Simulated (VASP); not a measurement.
Output of a VASP run:

File OSZICAR:
```
       N       E                     dE             d eps       ncg     rms          rms(c)
DAV:   1     0.715678842603E+02    0.71568E+02   -0.77075E+03   576   0.117E+03
DAV:   2    -0.317714672396E+02   -0.10334E+03   -0.94692E+02   912   0.231E+02
DAV:   3    -0.376945426661E+02   -0.59231E+01   -0.58681E+01   708   0.573E+01
DAV:   4    -0.377870394871E+02   -0.92497E-01   -0.92290E-01   744   0.851E+00
DAV:   5    -0.377894023185E+02   -0.23628E-02   -0.23613E-02   728   0.131E+00    0.894E+00
DAV:   6    -0.360974215006E+02    0.16920E+01   -0.15344E+00   676   0.857E+00    0.530E+00
DAV:   7    -0.354638923393E+02    0.63353E+00   -0.20970E+00   664   0.999E+00    0.132E+00
DAV:   8    -0.354830123743E+02   -0.19120E-01   -0.56918E-02   648   0.179E+00    0.117E-01
DAV:   9    -0.354835988333E+02   -0.58646E-03   -0.14008E-03   720   0.315E-01    0.862E-02
DAV:  10    -0.354841045535E+02   -0.50572E-03   -0.17723E-03   628   0.395E-01    0.375E-02
DAV:  11    -0.354841022962E+02    0.22573E-05   -0.38926E-05   732   0.473E-02    0.108E-02
DAV:  12    -0.354841041999E+02   -0.19037E-05   -0.15410E-06   608   0.147E-02    0.435E-03
DAV:  13    -0.354841047695E+02   -0.56958E-06   -0.12930E-06   628   0.138E-02
   1 F= -.35484105E+02 E0= -.35482933E+02  d E =-.354841E+02
```

File OUTCAR:
```
------------------------ aborting loop because EDIFF is reached ----------------------------------------
  FORCE on cell =-STRESS in cart. coord.  units (eV):
  Direction    XX          YY          ZZ          XY          YZ          ZX
  --------------------------------------------------------------------------------------
  Total        0.0361557      0.0361557      0.0243216     -0.0000000      0.0000000      0.0000000
  in kB        1.1428458      1.1428452      0.7687825     -0.0000000      0.0000000      0.0000000
  external PRESSURE =       1.0181578 kB  Pullay stress =       0.0000000 kB
  volume of cell :       50.69
      direct lattice vectors                 reciprocal lattice vectors
     1.237904159 -2.144112396  0.000000000     0.403908490 -0.233196730  0.000000000
     1.237904159  2.144112396  0.000000000     0.403908490  0.233196730  0.000000000
     0.000000000  0.000000000  9.548501491     0.000000000  0.000000000  0.104728475
 POSITION                                       TOTAL-FORCE (eV/Angst)
 -----------------------------------------------------------------------------------
      0.00000      0.00000      2.38713         0.000000      0.000000     -0.000000
      0.00000      0.00000      7.16138        -0.000000     -0.000000      0.000000
      1.23790      0.71471      2.38713        -0.000000      0.000000     -0.000000
      1.23790     -0.71471      7.16138         0.000000     -0.000000     -0.000000
 -----------------------------------------------------------------------------------
    total drift:                                0.000000     -0.000000      0.000000
  FREE ENERGIE OF THE ION-ELECTRON SYSTEM (eV)
  ---------------------------------------------------
  free  energy   TOTEN  =       -35.4841047695 eV

  energy  without entropy=      -35.4817612435  energy(sigma->0) =      -35.48293301

 reached required accuracy - stopping structural energy minimisation
```
(Selected blocks of OUTCAR.)

File POSCAR:
```
C
1
    1.2379041589    -2.1441123962     0.0000000000
    1.2379041589     2.1441123962    -0.0000000000
    0.0000000000     0.0000000000     9.5485014912
C
4
Direct
  1.0000000000   0.0000000000   0.2500000000
  0.0000000000   1.0000000000   0.7500000000
  0.3333330000   0.6666670000   0.2500000000
  0.6666670000   0.3333330000   0.7500000000
```

Task: Reconstruct the remaining input files.

Result: This is not unique; one that fits is the input of the run itself, revPBE GGA, plane waves, VASP's PBE PAW potentials (set 64).

**INCAR**
```
SYSTEM = C
PREC = Accurate
ENCUT = 520
EDIFF = 1E-6
NELM = 100
ALGO = Normal
LREAL = .FALSE.
LASPH = .TRUE.
ISMEAR = 0
SIGMA = 0.05
GGA = RE
LWAVE = .FALSE.
LCHARG = .FALSE.
IBRION = 2
ISIF = 3
NSW = 60
EDIFFG = -0.02
```

### KPOINTS
```
Automatic mesh
0
Gamma
9 9 2
0 0 0
```

POTCAR, in this order: C (PBE.64 set). Program: vasp_std.

Without a dispersion term in the relaxation, distances and binding between the weakly bound layers, chains or molecules are unreliable, and so is what depends on them.

The compound is C in the graphite structure. It was relaxed first, which changed the volume by +44 %. The k-mesh is coarse (spacing up to 0.33 per Å, 2π included), so the numbers may not be converged in it. The start is the result of an earlier pass.
